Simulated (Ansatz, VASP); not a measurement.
## HfN in two plane-wave programs

Aim: how closely do two programs agree when they are given the same cell, functional and k mesh? The cell is taken from a series of runs on this material, whose earlier steps may have relaxed, scaled, displaced or heated it; both programs get it as it stands.

Program: Ansatz 0.2.0. Level of theory: plane waves, with VASP 6.6.1 beside it; zone-centre phonons at LDA. Results are calculated unless marked as measured.

### Step 1. The starting structure

Symmetry: Fm-3m, No. 225, cubic system. Conventional cell: a = 4.438 Å, b = 4.438 Å, c = 4.438 Å, α = 90.00°, β = 90.00°, γ = 90.00°. N has 6 Hf at 2.22 Å nearest. Nearest to Hf lie 6 N at 2.22 Å. Farther neighbours and most contacts between anions are not listed.

### Step 2. Ansatz: zone-centre phonons, LDA, pair 1

Ansatz runs on its PAW soft_1 files.

Second derivatives magnify differences that forces hide, and they need a tight electronic threshold.

Input file input.yaml:

```yaml
crystal:
  lattice:
    - [0.0, 2.2190750554, 2.2190750554]
    - [2.2190750554, 0.0, 2.2190750554]
    - [2.2190750554, 2.2190750554, 0.0]
  atoms:
    - { symbol: "N", position: [0.5, 0.5, 0.5] }
    - { symbol: Hf, position: [0.0, 0.0, 0.0] }
kpoints:
  mp_grid: { grid: [16, 16, 16] }
hamiltonian:
  xc: lda
  pseudopotentials: { kind: paw, azcp: { folder: soft_1 }, xc_functional: pbe }
scf:
  occupations: { method: methfessel_paxton, width: 0.2 }
output:
  eigenvalues: true
phonons:
  method: dfpt
```

On the command line:

```bash
$ ansatz run input.yaml --threads 4 --pin off --max-ram 10240MiB --backend cpu --events-out ev --progress --plain --runs-dir out
```

Numbers of over 12 decimals in the logs are rounded to 6 here.

Log:

```text
Engine: ansatz 0.2.0, x86_64-unknown-linux-gnu
Pseudopotentials: kind: paw
Pseudopotential: N, paw, valence charge 5, recommended cutoff 420 eV (normal), soft_1/N.paw.azcp
Pseudopotential: Hf, paw, valence charge 26, recommended cutoff 420 eV (normal), soft_1/Hf.paw.azcp
Functional definition: SPW92
  exchange = slater_x
  correlation = pw_c
Crystal: 2 atoms, lattice volume = 21.855 Å³
Basis set: ecut = 420 eV, 411 PW (Γ), exchange–correlation on 48×48×48 points (8 copies of the dense FFT grid, shifted against one another)
Bands: 20, of which v1, the nominal top of the filled ones, is band 16 counted from 1 (15 counted from 0)
Symmetry: 48 space group operations
k-points: 349 of 4096 (irreducible under 8 space group operations, time reversal used)
Non-local potential: N, projectors of the file, l = 0: 2, l = 1: 2, l = 2: 1
Non-local potential: Hf, projectors of the file, l = 0: 3, l = 1: 2, l = 2: 2, l = 3: 3
PAW form: soft (Blöchl's): semilocal exchange-correlation on the pseudo side does not see the compensation charge
PAW frozen core: N, regenerated for the run's functional, and the local potential with it (the file was generated under x = pbe(κ = 0.804, μ = 0.219515), c = pbe(β = 0.066725))
PAW frozen core: Hf, regenerated for the run's functional, and the local potential with it (the file was generated under x = pbe(κ = 0.804, μ = 0.219515), c = pbe(β = 0.066725))
PAW one-centre angular grid: N, 110 points (default); XC on 64 Gauss nodes
PAW one-centre angular grid: Hf, 590 points (default); XC on 64 Gauss nodes
Initial density: superposition of atomic densities (chi_scale 0.1, normalization cell, long waves kept (reshape's long-wave potential 0.00 eV rms))
Initial wavefunctions: pseudopotential atomic-orbital guess
Functional: x = slater, c = lda
SCF iter   1: F=—  HF=-15855.338682 eV  |F-HF|=—  |Δ(HF+E_count)|=         —  Δρ=4.80e-2  dr2=3.27e-1  ethr=3.10e-3  ⟨swp⟩=4.7  Hψ=29627  notcnv=0
preconditioner: auto → Kerker (q_TF=auto, 2.892 Å⁻¹)  [metal: Δε(μ)=0.037 eV  Ē_g=19.309 eV  σ=0.200 eV  W_gap=0.16  n_scr=14 (ndim 8)  ℏωp=42.8 eV  f_vac=0.000  D(μ)=0.54/eV (n_scr^D=0)]
SCF iter   2: F=—  HF=-15855.286575 eV  |F-HF|=—  |Δ(HF+E_count)|=   5.21e-2  S|Δr|=    0.00e0  Δρ=2.81e-2  dr2=7.89e-2  ethr=1.05e-3  ⟨swp⟩=1.2  Hψ=9879  notcnv=0
SCF iter   3: F=—  HF=-15855.271436 eV  |F-HF|=—  |Δ(HF+E_count)|=   1.51e-2  S|Δr|=    0.00e0  Δρ=7.90e-3  dr2=9.70e-3  ethr=2.54e-4  ⟨swp⟩=1.0  Hψ=6920  notcnv=0
SCF iter   4: F=—  HF=-15855.269031 eV  |F-HF|=—  |Δ(HF+E_count)|=   2.40e-3  S|Δr|=    0.00e0  Δρ=1.57e-3  dr2=3.89e-4  ethr=3.13e-5  ⟨swp⟩=2.1  Hψ=12124  notcnv=0
SCF iter   5: F=—  HF=-15855.269184 eV  |F-HF|=—  |Δ(HF+E_count)|=   1.52e-4  S|Δr|=    0.00e0  Δρ=5.69e-4  dr2=5.84e-5  ethr=1.25e-6  ⟨swp⟩=2.4  Hψ=11707  notcnv=0
SCF iter   6: F=—  HF=-15855.269012 eV  |F-HF|=—  |Δ(HF+E_count)|=   1.72e-4  S|Δr|=    0.00e0  Δρ=2.33e-4  dr2=6.01e-6  ethr=1.89e-7  ⟨swp⟩=2.9  Hψ=13441  notcnv=0
SCF iter   7: F=—  HF=-15855.269014 eV  |F-HF|=—  |Δ(HF+E_count)|=   2.02e-6  S|Δr|=    0.00e0  Δρ=3.50e-5  dr2=1.60e-7  ethr=1.94e-8  ⟨swp⟩=2.7  Hψ=12662  notcnv=0  defer=1
SCF iter   8: F=—  HF=-15855.269013 eV  |F-HF|=—  |Δ(HF+E_count)|=   8.28e-7  S|Δr|=    0.00e0  Δρ=1.46e-5  dr2=5.77e-8  ethr=5.15e-10  ⟨swp⟩=2.2  Hψ=12647  notcnv=0  defer=1
SCF iter   9: F=—  HF=-15855.269013 eV  |F-HF|=—  |Δ(HF+E_count)|=   8.96e-9  S|Δr|=    0.00e0  Δρ=3.12e-6  dr2=1.42e-9  ethr=1.86e-10  ⟨swp⟩=2.4  Hψ=11977  notcnv=0  defer=1
SCF iter  10: F=—  HF=-15855.269013 eV  |F-HF|=—  |Δ(HF+E_count)|=  4.91e-11  S|Δr|=    0.00e0  Δρ=9.87e-7  dr2=2.10e-10  ethr=4.59e-12  ⟨swp⟩=2.1  Hψ=12358  notcnv=0  defer=1
SCF iter  11: F=-15855.269013 eV  HF=-15855.269013 eV  |F-HF|=1.82e-12  |Δ(HF+E_count)|=  4.00e-11  S|Δr|=    0.00e0  Δρ=8.15e-8  dr2=5.95e-13  ethr=1.00e-12  ⟨swp⟩=6.4  Hψ=39000  notcnv=0
the search or the solves at the SCF's close seem to have found levels that the self-consistency loop had missed (the run counts 2). By its estimate they hold under 1e-12 electrons; where the run keeps them, the occupations were computed again with them
SCF 1 converged in 11 iterations: F = -15855.269013 eV  dr2 = 5.95e-13
  greatest PAW one-centre occupation: 0.998 electrons in one spin orbital (limit 2), on the Hf atom at site 1 (counted from 0), in its partial waves of l = 3
DFPT response loops at Γ: preconditioner auto → Kerker (q_TF=auto, 2.892 Å⁻¹) (partly filled bands, converged f_vac=0.000); β = 1.00, the filter's whole step (`scf.mixing.beta` (0.50) is not read by the response loops under this deck's `scf.mixing.preconditioner`; to damp them name `kerker` or `kerker_dos`, under which they read `scf.mixing.beta`, and type it under 1.00, their step now; both keys bind the ground state too); Broyden in place of MSR1
SCF converged after 11 iterations
Stability not checked: this state was not tested for a lower state beside it, because cold or Methfessel-Paxton smearing, or corrected tetrahedra, fill the levels in a way that the test cannot read (fill_not_monotonic; see scf.lower_state_search)
Free energy (F): -15855.269013 eV
Harris-Foulkes:  -15855.269013 eV  (|F-HF|=1.82e-12)
Internal energy: -15855.268656 eV  (E = F + TS)
E sigma→0 (E₀):  -15855.268924 eV
Entropy (-TS):   -0.000357 eV (-0.179 meV/atom)
Fermi energy:    23.020775 eV
--- Per-component energies (eV) ---
  E_band       = 158.716513
  E_kinetic    = 543.429810
  E_local      = -5805.050365  (includes V_loc(G=0)·N_el)
  E_nonlocal   = 111.675515
  E_hartree    = 2867.514752
  E_xc         = -326.010335
  E_vxc        = -333.657595  (∫ρ·V_xc dr)
  E_paw        = -7575.813980  (= ΣΔE_a)
  E_vpaw       = -92.711223  (= ΣTr[D̂ρ^β])
  E_aug_tail   = 0.000915  (compensation charges beyond the density's cutoff)
  E_ewald      = -5673.552100
  E_core_change = 2.537132  (= ΣΔE_core)
  E_smearing   = -0.000357  (= −TS)
  E_closure    = 0.000000  (closes the sum)
  Σ components = -15855.269013   (vs F -15855.269013, Δ=0.00e0)
--- Band table (eV; the first three rows and the last of 349) ---
  k-point 0: bands = [... 12 lower, 20.1079, 20.1079, 20.1079, 22.5659, 22.5659, 22.5659, 25.0269, 25.0269]
  k-point 1: bands = [... 12 lower, 19.6817, 19.8352, 19.8352, 22.7124, 22.7149, 22.7149, 25.3654, 25.3654]
  k-point 2: bands = [... 12 lower, 18.7366, 19.2162, 19.2162, 22.9672, 23.0988, 23.0988, 26.2336, 26.2336]
  k-point 348: bands = [... 12 lower, 16.7022, 17.5174, 17.5174, 24.2152, 24.2152, 28.9110, 29.1022, 29.5955]
--- Phonons (Γ-DFPT): 2 representative perturbations + reference, on 349 of 4096 k-points (Σ response iterations 8) ---
  k mesh reduced under 8 symmetry operations, with k and −k counted as one. Each operation leaves every solved perturbation unchanged. A smaller set is not used because it would not reduce the number of displacements times k-points to solve
  ASR residual: 2.793e-5 → 0.000e0 eV/Å²; symmetrization residual: 1.291e-6 eV/Å²
  ASR residual per site (eV/Å²): 1.01e-5 2.79e-5
  Γ frequencies (cm⁻¹): 0.00 0.00 0.00 534.33 534.33 534.33
  non-analytic LO–TO correction: not included (Born effective charges unavailable; polar crystals: no LO–TO splitting at Γ)
```

The column dr2 measures how far the density is from self-consistency, as an energy; F and HF (Harris–Foulkes) agree once it is small.

### Step 3. VASP: zone-centre phonons, LDA, pair 1

The same cell, functional (in two slightly different forms), mesh and smearing now go to VASP, with its own data sets.

Lines of VASP's logs that name or quote its potential files are left out, and so is its time.

Input file INCAR:

```
SYSTEM = HfN
PREC = Accurate
ENCUT = 600
EDIFF = 1E-08
NELM = 120
ISMEAR = 1
SIGMA = 0.2
LREAL = .FALSE.
ALGO = Normal
GGA = PW92
NBANDS = 13
LASPH = .TRUE.
LORBIT = 11
LWAVE = .FALSE.
LCHARG = .FALSE.
ISIF = 2
IBRION = 8
GGA_COMPAT = .FALSE.
KPAR = 2
```

Input file POSCAR:

```
HfN
1.0
    0.0000000000      2.2190750554      2.2190750554
    2.2190750554      0.0000000000      2.2190750554
    2.2190750554      2.2190750554      0.0000000000
N Hf
1 1
Direct
    0.5000000000      0.5000000000      0.5000000000
    0.0000000000      0.0000000000      0.0000000000
```

Input file KPOINTS:

```
Automatic mesh
0
Gamma
16 16 16
0 0 0
```

PAW data sets: N and Hf_pv (LDA family, release 64).

On the command line:

```bash
$ mpirun -np 2 vasp_std
```

Log:

```text
[banner, memory and clock lines left out]
running    2 mpi-ranks, on    1 nodes
 distrk:  each k-point on    1 cores,    2 groups
 distr:  one band on    1 cores,    1 groups

 POSCAR found type information on POSCAR N Hf
 POSCAR found :  2 types and       2 ions
|                                                                             |
|               ----> ADVICE to this user running VASP <----                  |
|                                                                             |
|     You enforced a specific xc type in the INCAR file but a different       |
|     [... a line on the potential file left out ...]
|     I HOPE YOU KNOW WHAT YOU ARE DOING!                                     |
|                                                                             |

 LDA part: xc-table for (Slater(with rela. corr.)+PW92), standard interpolation
 POSCAR, INCAR and KPOINTS ok, starting setup
 FFT: planning ... GRIDC
 FFT: planning ... GRID_SOFT
 FFT: planning ... GRID
 WAVECAR not read
 entering main loop
       N       E                     dE             d eps       ncg     rms          rms(c)
DAV:   1     0.417588570951E+02    0.41759E+02   -0.87787E+03  3778   0.123E+03
DAV:   2    -0.247453988141E+02   -0.66504E+02   -0.62202E+02  4965   0.256E+02
DAV:   3    -0.268592488150E+02   -0.21139E+01   -0.20936E+01  4518   0.363E+01
DAV:   4    -0.268684769510E+02   -0.92281E-02   -0.92167E-02  4160   0.278E+00
DAV:   5    -0.268685476207E+02   -0.70670E-04   -0.70665E-04  4507   0.199E-01    0.558E+01
DAV:   6    -0.239988488344E+02    0.28697E+01   -0.94296E+00  4080   0.240E+01    0.467E+01
DAV:   7    -0.239036169980E+02    0.95232E-01   -0.46919E-01  4215   0.564E+00    0.280E+01
DAV:   8    -0.238757536171E+02    0.27863E-01   -0.92006E-02  4455   0.269E+00    0.519E+00
DAV:   9    -0.238712873719E+02    0.44662E-02   -0.16971E-02  4265   0.101E+00    0.192E+00
DAV:  10    -0.238710162995E+02    0.27107E-03   -0.14913E-03  4420   0.356E-01    0.306E-01
DAV:  11    -0.238709824901E+02    0.33809E-04   -0.11223E-04  4343   0.104E-01    0.166E-02
DAV:  12    -0.238709826875E+02   -0.19741E-06   -0.68494E-06  4710   0.240E-02    0.306E-03
DAV:  13    -0.238709826607E+02    0.26778E-07   -0.85951E-08  4379   0.288E-03    0.589E-03
DAV:  14    -0.238709826585E+02    0.22817E-08   -0.10918E-08  2781   0.978E-04
   1 F= -.23870983E+02 E0= -.23870903E+02  d E =-.237866E-03
 Linear response reoptimize wavefunctions to high precision
DAV:   1    -0.238709826580E+02    0.46907E-09   -0.14094E-09  3287   0.369E-04
DAV:   2    -0.238709826580E+02   -0.17053E-10   -0.16953E-10  2065   0.113E-04
 Linear response DOF=           2
 Linear response progress:
  Degree of freedom:   1/  2
       N       E                     dE             d eps       ncg     rms          rms(c)
RMM:   1    -0.229979638555E+00   -0.22998E+00    0.16832E-01 19480   0.300E+00
RMM:   2    -0.228170877627E+00    0.18088E-02   -0.37684E-03 14292   0.457E-01    0.673E-01
RMM:   3    -0.229079112791E+00   -0.90824E-03   -0.57648E-04 12702   0.151E-01    0.369E-01
RMM:   4    -0.230611237831E+00   -0.15321E-02   -0.47466E-04 12707   0.136E-01    0.494E-02
RMM:   5    -0.230571112821E+00    0.40125E-04   -0.12555E-05 15312   0.270E-02    0.185E-02
RMM:   6    -0.230537879728E+00    0.33233E-04   -0.53035E-07 15283   0.527E-03    0.121E-02
RMM:   7    -0.230529144271E+00    0.87355E-05   -0.24123E-08 15540   0.199E-03    0.547E-03
RMM:   8    -0.230529732090E+00   -0.58782E-06    0.16310E-08 16766   0.360E-04    0.994E-04
RMM:   9    -0.230531064460E+00   -0.13324E-05    0.86631E-09 16005   0.115E-04    0.113E-04
RMM:  10    -0.230531035899E+00    0.28561E-07    0.31724E-09 17391   0.210E-05    0.676E-05
RMM:  11    -0.230531002637E+00    0.33262E-07   -0.45834E-09 16371   0.648E-06    0.240E-05
RMM:  12    -0.230531015348E+00   -0.12710E-07   -0.91962E-09 14279   0.270E-06    0.617E-06
RMM:  13    -0.230531015020E+00    0.32769E-09   -0.22835E-09  9178   0.162E-06    0.143E-06
 first order change of Fermi-energy   0.36498E-04
 force on displaced ion       1 direction 1 : -13.800   0.000   0.000
 Linear response progress:
  Degree of freedom:   2/  2
       N       E                     dE             d eps       ncg     rms          rms(c)
RMM:   1    -0.205816316169E+00   -0.20582E+00    0.34904E+00 10565   0.113E+01
RMM:   2    -0.202040209338E+00    0.37761E-02   -0.25988E-02 13855   0.117E+00    0.667E-01
RMM:   3    -0.201546029304E+00    0.49418E-03   -0.65144E-04 16575   0.130E-01    0.353E-01
RMM:   4    -0.201071460198E+00    0.47457E-03   -0.73408E-05 18141   0.544E-02    0.151E-01
RMM:   5    -0.200822152661E+00    0.24931E-03   -0.13820E-05 19211   0.231E-02    0.162E-02
RMM:   6    -0.200837234676E+00   -0.15082E-04   -0.73628E-06 17897   0.100E-02    0.116E-02
RMM:   7    -0.200837719852E+00   -0.48518E-06    0.17711E-06 19464   0.209E-03    0.904E-03
RMM:   8    -0.200837520112E+00    0.19974E-06   -0.17702E-06 19954   0.624E-04    0.205E-03
RMM:   9    -0.200837454121E+00    0.65991E-07   -0.25647E-06 20234   0.246E-04    0.398E-04
RMM:  10    -0.200837570705E+00   -0.11658E-06   -0.16920E-06 20403   0.820E-05    0.871E-05
RMM:  11    -0.200837605271E+00   -0.34566E-07   -0.77342E-07 19914   0.345E-05    0.295E-05
RMM:  12    -0.200837613761E+00   -0.84897E-08   -0.38735E-07 18849   0.174E-05    0.184E-05
RMM:  13    -0.200837621212E+00   -0.74511E-08   -0.20594E-07 14535   0.951E-06    0.971E-06
RMM:  14    -0.200837622611E+00   -0.13991E-08   -0.99880E-08 12960   0.608E-06    0.869E-06
 first order change of Fermi-energy   0.12912E-03
 force on displaced ion       2 direction 1 : -13.796   0.000   0.000
 Linear response finished
```

From OUTCAR (step 3):

```text
ion  position               nearest neighbor table
   1  0.500  0.500  0.500-   2 2.22   2 2.22   2 2.22   2 2.22   2 2.22   2 2.22
   2  0.000  0.000  0.000-   1 2.22   1 2.22   1 2.22   1 2.22   1 2.22   1 2.22

  LATTYP: Found a face centered cubic cell.
 ALAT       =     4.4381501108

 Subroutine GETGRP returns: Found 48 space group operations
 (whereof 48 operations were pure point group operations)

The static configuration has the point symmetry O_h .

 Found    145 irreducible k-points:

   k-points           NKPTS =    145   k-points in BZ     NKDIM =    145   number of bands    NBANDS=     13

   dimension x,y,z NGX =    28 NGY =   28 NGZ =   28
   dimension x,y,z NGXF=    56 NGYF=   56 NGZF=   56

   ENCUT  =  600.0 eV  44.10 Ry    6.64 a.u.   6.27  6.27  6.27*2*pi/ulx,y,z

   NELECT =      15.0000    total number of electrons

 k-points in reciprocal lattice and weights: Automatic mesh
   0.00000000  0.00000000  0.00000000       0.000
   0.06250000  0.00000000  0.00000000       0.002
   0.12500000  0.00000000  0.00000000       0.002
   0.18750000  0.00000000  0.00000000       0.002
   0.25000000  0.00000000  0.00000000       0.002
   0.31250000  0.00000000  0.00000000       0.002
   0.37500000  0.00000000  0.00000000       0.002
   0.43750000  0.00000000  0.00000000       0.002
   0.50000000  0.00000000  0.00000000       0.001
[...]
-0.31250000  0.50000000  0.18750000       0.003
  -0.25000000  0.50000000  0.25000000       0.001

 average (electrostatic) potential at core
       1 -60.8566       2 -34.2764

  Total        0.6477585      0.6477585      0.6477585      0.0000000      0.0000000      0.0000000
  in kB       47.4873312     47.4873312     47.4873312      0.0000000      0.0000000      0.0000000
  external PRESSURE =      47.4873312 kB  Pullay stress =       0.0000000 kB

  energy-cutoff  :      600.00
  volume of cell :       21.85
      direct lattice vectors                 reciprocal lattice vectors
     0.000000000  2.219075055  2.219075055    -0.225319103  0.225319103  0.225319103
     2.219075055  0.000000000  2.219075055     0.225319103 -0.225319103  0.225319103
     2.219075055  2.219075055  0.000000000     0.225319103  0.225319103 -0.225319103

 POSITION                                       TOTAL-FORCE (eV/Angst)
 -----------------------------------------------------------------------------------
      2.21908      2.21908      2.21908        -0.000000      0.000000     -0.000000
      0.00000      0.00000      0.00000         0.000000     -0.000000      0.000000
 -----------------------------------------------------------------------------------
    total drift:                                0.000000      0.000000      0.000000

 Eigenvectors and eigenvalues of the dynamical matrix
 ----------------------------------------------------

   1 f  =   16.117748 THz   101.270800 2PiTHz  537.630215 cm-1    66.657621 meV
             X         Y         Z           dx          dy          dz
      2.219075  2.219075  2.219075     0.000000    0.962956    0.000000
      0.000000  0.000000  0.000000     0.000000   -0.269658    0.000000

   2 f  =   16.117748 THz   101.270800 2PiTHz  537.630215 cm-1    66.657621 meV
             X         Y         Z           dx          dy          dz
      2.219075  2.219075  2.219075     0.000000    0.000000   -0.962956
      0.000000  0.000000  0.000000     0.000000    0.000000    0.269658

   3 f  =   16.117748 THz   101.270800 2PiTHz  537.630215 cm-1    66.657621 meV
             X         Y         Z           dx          dy          dz
      2.219075  2.219075  2.219075     0.962956   -0.000000    0.000000
      0.000000  0.000000  0.000000    -0.269658    0.000000    0.000000

   4 f/i=    0.000635 THz     0.003989 2PiTHz    0.021179 cm-1     0.002626 meV
             X         Y         Z           dx          dy          dz
      2.219075  2.219075  2.219075     0.110943   -0.083500    0.231160
      0.000000  0.000000  0.000000     0.396181   -0.298179    0.825478

   5 f/i=    0.000635 THz     0.003989 2PiTHz    0.021179 cm-1     0.002626 meV
             X         Y         Z           dx          dy          dz
      2.219075  2.219075  2.219075    -0.201093    0.114979    0.138046
      0.000000  0.000000  0.000000    -0.718110    0.410594    0.492966

   6 f/i=    0.000635 THz     0.003989 2PiTHz    0.021179 cm-1     0.002626 meV
             X         Y         Z           dx          dy          dz
      2.219075  2.219075  2.219075    -0.141310   -0.229179   -0.014964
      0.000000  0.000000  0.000000    -0.504622   -0.818404   -0.053435

 ELASTIC MODULI CONTR FROM IONIC RELAXATION (kBar)
 Direction    XX          YY          ZZ          XY          YZ          ZX
 --------------------------------------------------------------------------------
 XX           0.0000      0.0000      0.0000      0.0000      0.0000      0.0000
 YY           0.0000      0.0000      0.0000      0.0000      0.0000      0.0000
 ZZ           0.0000      0.0000      0.0000      0.0000      0.0000      0.0000
 XY           0.0000      0.0000      0.0000      0.0000      0.0000      0.0000
 YZ           0.0000      0.0000      0.0000      0.0000      0.0000      0.0000
 ZX           0.0000      0.0000      0.0000      0.0000      0.0000      0.0000
 --------------------------------------------------------------------------------
```

Harder data sets than Hf_pv exist (the GW ones), and pressures, volumes and forces can shift noticeably with them.

### Step 4. Differences

Known differences besides the potentials themselves: the data sets hold 31 valence electrons in Ansatz (on its PAW soft_1 files) and 15 in VASP; the cutoff is 420 eV in Ansatz and 600 eV in VASP; VASP's log shows a relativistic correction to its local exchange, Ansatz's none. Total energies have different zeros and are not compared.

Compared:

```csv
quantity,Ansatz,VASP,difference
optical mode 1 to 3 (cm⁻¹),534.3,537.6,-0.61 %
```

Modes are paired by rising frequency, not by their patterns, so a pair may set unlike modes beside each other; they are those without the splitting of longitudinal modes.

[end of part 1 of 2]

[Lines on the potential files, build, host, timing and source positions are cut from VASP's logs without a mark.]

[Logs are printed without paths, hosts, clocks, repeated set-up lines and the standing remarks that a program may print on its own settings, such as how far it seeks lower states.]

[Hosts, paths, dates, database ids (printed as entryN), source tags and the programs' standing remarks are cut or masked in the printed files.]
